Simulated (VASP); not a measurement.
Here is the system:

```xyz
63
Lattice="11.5674 0.0000 0.0000 0.0000 11.5674 0.0000 0.0000 0.0000 11.5674" Properties=species:S:1:pos:R:3 pbc="T T T"
Ge     5.7837     0.0000     0.0000
Ge     7.2296     1.4459     1.4459
Ge     8.6755     2.8918     0.0000
Ge    10.1215     4.3378     1.4459
Ge     8.6755     0.0000     2.8918
Ge    10.1215     1.4459     4.3378
Ge     0.0000     0.0000     0.0000
Ge     1.4459     1.4459     1.4459
Ge     2.8918     2.8918     0.0000
Ge     4.3378     4.3378     1.4459
Ge     5.7837     5.7837     0.0000
Ge     7.2296     7.2296     1.4459
Ge     8.6755     8.6755     0.0000
Ge    10.1215    10.1215     1.4459
Ge     2.8918     0.0000     2.8918
Ge     4.3378     1.4459     4.3378
Ge     5.7980     2.8863     2.9404
Ge     8.6581     5.7526     2.9107
Ge    10.1215     7.2296     4.3378
Ge     5.7837     0.0000     5.7837
Ge     7.2296     1.4459     7.2296
Ge     8.6714     2.8939     5.8026
Ge    10.1215     4.3378     7.2296
Ge     8.6755     0.0000     8.6755
Ge    10.1215     1.4459    10.1215
Ge     0.0000     5.7837     0.0000
Ge     1.4459     7.2296     1.4459
Ge     2.8918     8.6755     0.0000
Ge     4.3378    10.1215     1.4459
Ge     0.0000     2.8918     2.8918
Ge     1.4459     4.3378     4.3378
Ge     2.8918     5.7837     2.8918
Ge     4.3378     7.2296     4.3378
Ge     5.7837     8.6755     2.8918
Ge     7.2296    10.1215     4.3378
Ge     0.0000     0.0000     5.7837
Ge     1.4459     1.4459     7.2296
Ge     2.8918     2.8918     5.7837
Ge     4.3378     4.3378     7.2296
Ge     7.2296     7.2296     7.2296
Ge     8.6755     8.6755     5.7837
Ge    10.1215    10.1215     7.2296
Ge     2.8918     0.0000     8.6755
Ge     4.3378     1.4459    10.1215
Ge     5.7837     2.8918     8.6755
Ge     7.2296     4.3378    10.1215
Ge     8.6755     5.7837     8.6755
Ge    10.1215     7.2296    10.1215
Ge     0.0000     8.6755     2.8918
Ge     1.4459    10.1215     4.3378
Ge     0.0000     5.7837     5.7837
Ge     1.4459     7.2296     7.2296
Ge     2.8918     8.6755     5.7837
Ge     4.3378    10.1215     7.2296
Ge     0.0000     2.8918     8.6755
Ge     1.4459     4.3378    10.1215
Ge     2.8918     5.7837     8.6755
Ge     4.3378     7.2296    10.1215
Ge     5.7837     8.6755     8.6755
Ge     7.2296    10.1215    10.1215
Ge     0.0000     8.6755     8.6755
Ge     1.4459    10.1215    10.1215
P      5.7453     5.7541     5.7699
```

Level of theory: PBE GGA, VASP's PBE PAW potentials (set 64) (plane waves; VASP). Numerical set-up: PREC = Normal, LREAL = Auto, ISYM = 0, EDIFF = 1E-5, 400 eV cut-off, 1×1×1 Γ-centred mesh, Gaussian smearing of 0.050 eV, potentials Ge P. Starting moments (MAGMOM): 63*0.0476. The cell's moment is fixed (NUPDOWN = 3).

The supercell is sampled at Γ alone, which is coarse: total energies, pressure and levels can be off, energies of defects by several tenths of an eV.

Task: The ions are relaxed. Which structure does the run end with?

Result: 
```xyz
63
Lattice="11.5674 0.0000 0.0000 0.0000 11.5674 0.0000 0.0000 0.0000 11.5674" Properties=species:S:1:pos:R:3 pbc="T T T"
Ge     5.7518     0.0153     0.0161
Ge     7.2521     1.4483     1.4480
Ge     8.6939     2.8708    11.5499
Ge    10.1168     4.3127     1.4470
Ge     8.6908    11.5503     2.8740
Ge    10.1200     1.4455     4.3104
Ge     0.0121    11.5534    11.5584
Ge     1.4723     1.4285     1.4316
Ge     2.9104     2.8881     0.0111
Ge     4.4004     4.3252     1.4824
Ge     5.7937     5.7734     0.0026
Ge     7.2417     7.1653     1.4831
Ge     8.6774     8.6553     0.0117
Ge    10.1359    10.0944     1.4311
Ge     2.9113     0.0089     2.8913
Ge     4.3999     1.4800     4.3281
Ge     5.9348     2.9694     2.9709
Ge     8.5966     5.6298     2.9727
Ge    10.0865     7.1662     4.3277
Ge     5.7925     0.0002     5.7759
Ge     7.2392     1.4787     7.1712
Ge     8.6059     2.9607     5.6423
Ge    10.0884     4.3270     7.1712
Ge     8.6778     0.0078     8.6586
Ge    10.1394     1.4259    10.0967
Ge    11.5506     5.8129     0.0162
Ge     1.4722     7.2073     1.4746
Ge     2.8778     8.6882     0.0292
Ge     4.3586    10.0930     1.4744
Ge     0.0151     2.8742     2.8722
Ge     1.4569     4.3161     4.3166
Ge     2.9336     5.7665     2.9318
Ge     4.3561     7.2092     4.4370
Ge     5.7989     8.6312     2.9317
Ge     7.2484    10.1086     4.3176
Ge    11.5519     0.0145     5.8130
Ge     1.4724     1.4736     7.2076
Ge     2.9335     2.9305     5.7668
Ge     4.3541     4.4361     7.2116
Ge     7.1291     7.2106     7.2128
Ge     8.6346     8.6315     5.7675
Ge    10.0927    10.0935     7.2075
Ge     2.8767     0.0282     8.6891
Ge     4.3579     1.4735    10.0937
Ge     5.7983     2.9322     8.6340
Ge     7.2498     4.3158    10.1105
Ge     8.6341     5.7667     8.6345
Ge    10.0922     7.2075    10.0944
Ge    11.5563     8.6559     2.8899
Ge     1.4337    10.1313     4.3380
Ge    11.5668     5.7735     5.7753
Ge     1.4175     7.2375     7.2390
Ge     2.8593     8.7071     5.8281
Ge     4.3280    10.1501     7.2386
Ge    11.5578     2.8875     8.6589
Ge     1.4338     4.3372    10.1351
Ge     2.8586     5.8273     8.7098
Ge     4.3290     7.2366    10.1516
Ge     5.7373     8.7078     8.7096
Ge     7.2276    10.1314    10.1354
Ge    11.5379     8.6885     8.6890
Ge     1.4562    10.1098    10.1111
P      5.7293     5.8362     5.8391
``` The cell ends with 3.00 μB, on the first 30 sites 0.04 0.03 0.03 0.03 0.03 0.03 0.03 0.03 0.02 0.03 0.04 0.03 0.02 0.03 0.02 0.03 0.04 0.04 0.03 0.04 0.03 0.05 0.03 0.02 0.03 0.04 0.03 0.02 0.03 0.03 μB.

Task: How much energy does the relaxation gain?

Result: The energy (σ→0) changes by -4.2 meV/atom, in 20 ionic steps.

The cell is a supercell with a defect, built from Ge (diamond): P_Ge-vac_Ge.
